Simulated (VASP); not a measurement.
OSZICAR of a VASP run on RuAl (CsCl type):

**OSZICAR**
```
       N       E                     dE             d eps       ncg     rms          rms(c)
DAV:   1     0.114844317945E+03    0.11484E+03   -0.92128E+03  2024   0.130E+03
DAV:   2    -0.125371283139E+02   -0.12738E+03   -0.12244E+03  2196   0.351E+02
DAV:   3    -0.148883594286E+02   -0.23512E+01   -0.22850E+01  2428   0.489E+01
DAV:   4    -0.149117284895E+02   -0.23369E-01   -0.23363E-01  2288   0.489E+00
DAV:   5    -0.149122664357E+02   -0.53795E-03   -0.53793E-03  2568   0.662E-01    0.131E+01
DAV:   6    -0.143104833451E+02    0.60178E+00   -0.35574E+00  2148   0.218E+01    0.248E+00
DAV:   7    -0.142455756485E+02    0.64908E-01   -0.25387E-01  2140   0.606E+00    0.224E+00
DAV:   8    -0.142299079803E+02    0.15668E-01   -0.16230E-02  2200   0.127E+00    0.205E-01
DAV:   9    -0.142298077286E+02    0.10025E-03   -0.22592E-04  2428   0.139E-01    0.135E-01
DAV:  10    -0.142298062111E+02    0.15175E-05   -0.26731E-05  2488   0.689E-02    0.116E-02
DAV:  11    -0.142298047226E+02    0.14885E-05   -0.17524E-06  1492   0.181E-02    0.590E-03
DAV:  12    -0.142298042220E+02    0.50056E-06   -0.84795E-08  1080   0.368E-03
   1 F= -.10995117E+02 E0= -.10994994E+02  d E =-.109951E+02
       N       E                     dE             d eps       ncg     rms          rms(c)
DAV:   1    -0.181905033224E+02   -0.39607E+01   -0.71353E+01  2104   0.119E+02    0.272E+01
DAV:   2    -0.138238733889E+02    0.43666E+01   -0.20045E+01  2108   0.561E+01    0.842E+00
DAV:   3    -0.137382147853E+02    0.85659E-01   -0.51838E-01  2132   0.848E+00    0.355E+00
DAV:   4    -0.137359274253E+02    0.22874E-02   -0.13996E-01  2076   0.370E+00    0.897E-01
DAV:   5    -0.137339501586E+02    0.19773E-02   -0.83029E-03  2452   0.120E+00    0.406E-01
DAV:   6    -0.137344254703E+02   -0.47531E-03   -0.29298E-04  2256   0.169E-01    0.109E-01
DAV:   7    -0.137344526239E+02   -0.27154E-04   -0.20064E-05  2724   0.441E-02    0.189E-02
DAV:   8    -0.137344499877E+02    0.26362E-05   -0.70813E-07  1352   0.951E-03    0.146E-03
DAV:   9    -0.137344501214E+02   -0.13372E-06   -0.55113E-08  1008   0.232E-03
   2 F= -.10865321E+02 E0= -.10865284E+02  d E =0.129796E+00
       N       E                     dE             d eps       ncg     rms          rms(c)
DAV:   1    -0.165660891899E+02   -0.28316E+01   -0.36164E+01  2068   0.889E+01    0.121E+01
DAV:   2    -0.144307900096E+02    0.21353E+01   -0.15148E+01  2132   0.467E+01    0.419E+00
DAV:   3    -0.141436971036E+02    0.28709E+00   -0.86376E-01  2120   0.109E+01    0.158E+00
DAV:   4    -0.141414176486E+02    0.22795E-02   -0.42185E-02  2168   0.159E+00    0.861E-01
DAV:   5    -0.141443972285E+02   -0.29796E-02   -0.10860E-02  2116   0.101E+00    0.169E-01
DAV:   6    -0.141447029188E+02   -0.30569E-03   -0.13568E-03  2540   0.399E-01    0.533E-02
DAV:   7    -0.141446712712E+02    0.31648E-04   -0.26698E-04  2232   0.184E-01    0.285E-02
DAV:   8    -0.141446670093E+02    0.42619E-05   -0.22203E-05  2236   0.564E-02    0.360E-03
DAV:   9    -0.141446669374E+02    0.71934E-07   -0.50272E-07  1092   0.842E-03
   3 F= -.11026092E+02 E0= -.11025984E+02  d E =-.309750E-01
       N       E                     dE             d eps       ncg     rms          rms(c)
DAV:   1    -0.141419616746E+02    0.27053E-02   -0.49679E-03  2080   0.102E+00    0.172E-01
DAV:   2    -0.141416560266E+02    0.30565E-03   -0.18422E-03  2124   0.522E-01    0.580E-02
DAV:   3    -0.141416323942E+02    0.23632E-04   -0.85845E-05  2112   0.112E-01    0.139E-02
DAV:   4    -0.141416341672E+02   -0.17730E-05   -0.90997E-06  2092   0.221E-02    0.315E-03
DAV:   5    -0.141416343512E+02   -0.18404E-06   -0.24511E-07  1040   0.546E-03
   4 F= -.11026117E+02 E0= -.11026010E+02  d E =-.310004E-01
```

Question: Which electronic solver shows in the log?

Answer: It is blocked Davidson (ALGO = Normal, or the opening steps of other solvers). The INCAR had ALGO = Normal.

Question: Can the final energy be trusted as converged?

Answer: The run converged. It stopped with EDIFF = 1E-6, NELM = 100, NSW = 40 and EDIFFG = -0.02 after 4 ionic steps (PBE GGA, plane waves, VASP's PBE PAW potentials (set 64)). Energy and stress use the plane-wave basis of the starting cell.

The compound is RuAl in the CsCl type structure. This run relaxes it under an external pressure of 20 GPa. Symmetry was kept, so distortions that lower it aren't found. The electron count is odd and the run is not spin-polarised, which forces a metal.
